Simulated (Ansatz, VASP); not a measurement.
# One calculation of Ca2CuS2O2, two programs

```
CELL_PARAMETERS angstrom
3.78365 0.00000 0.00000
0.00000 3.78365 0.00000
0.00000 0.00000 7.58736
ATOMIC_POSITIONS crystal
Cu 0.00000 0.00000 0.50000
Ca 0.50000 0.50000 0.29189
Ca 0.50000 0.50000 0.70811
S 0.00000 0.00000 0.13831
S 0.00000 0.00000 0.86169
O 0.50000 0.00000 0.50000
O 0.00000 0.50000 0.50000
```

Change from the starting cell: volume scaled by 0.94.

Alike in both runs: task single point; functional PBE; k mesh 7 × 7 × 4; occupations fermi-dirac, width 0.05 eV; no spin polarisation.

```csv
,VASP,Ansatz
version,VASP 6.6.1,Ansatz 0.2.0
potentials or method,"VASP PAW PBE potentials, release 64 (Cu, Ca_sv, S, O)",Ansatz PAW
plane-wave cutoff (eV),520,420
valence electrons in the cell,55,63
```

Ansatz gave:

- gap on the k mesh at the Fermi level (eV): none
- pressure (GPa): 6.3
- largest component of the traceless stress (GPa): 0.48
- rms of the force components (eV/Å): 0.129

Problem. What did VASP give for the same quantities?

Solution. gap on the k mesh at the Fermi level (eV): none; pressure (GPa): 6.6; largest component of the traceless stress (GPa): 0.97; rms of the force components (eV/Å): 0.093.

Atom by atom the forces differ by 0.041 eV/Å (rms over components). A gap of «none» marks a metal or a gap that the smearing closes. The two sets of potentials don't hold the same shells in valence.

Caveats: an odd number of electrons without spin polarisation forces a metal; a magnetic or distorted state may lie lower; the run has no spin polarisation, though such a crystal can be magnetic; semilocal functionals often make such compounds metallic where correlation or magnetic order opens a gap, which also shifts bond lengths.
